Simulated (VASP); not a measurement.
Energy against volume of Na (bcc). These are optB86b-vdW, VASP's PBE PAW potentials (set 64) (plane waves; VASP) values and carry that method's errors.

```
V (Å³/atom)  E (eV/atom)
-----------  -----------
34.233           0.88727
35.326           0.88438
36.418           0.88331
37.511           0.88383
38.603           0.88576
```

Problem. Fit a third-order Birch-Murnaghan equation of state.

Solution. 
The volume per atom is 36.58 Å³/atom and the bulk modulus comes out as 77 kbar. The pressure derivative of the bulk modulus comes out as 3.31. The lattice constant a is 4.183 Å.

Measured: bulk modulus 7.9 GPa at 0 K (computed value off by -2.7 %), as given by Daniel Mejia-Rodriguez et al., Physical Review B (2018), arXiv:1807.09216 [0 K value with the zero-point phonon effect removed]; a 4.214 Å at 0 K (computed value off by -0.7 %), as given by Daniel Mejia-Rodriguez et al., Physical Review B (2018), arXiv:1807.09216 [static lattice: zero-point anharmonic expansion removed].

The compound is Na in the bcc structure. It was relaxed first, which changed the volume by -5 %.
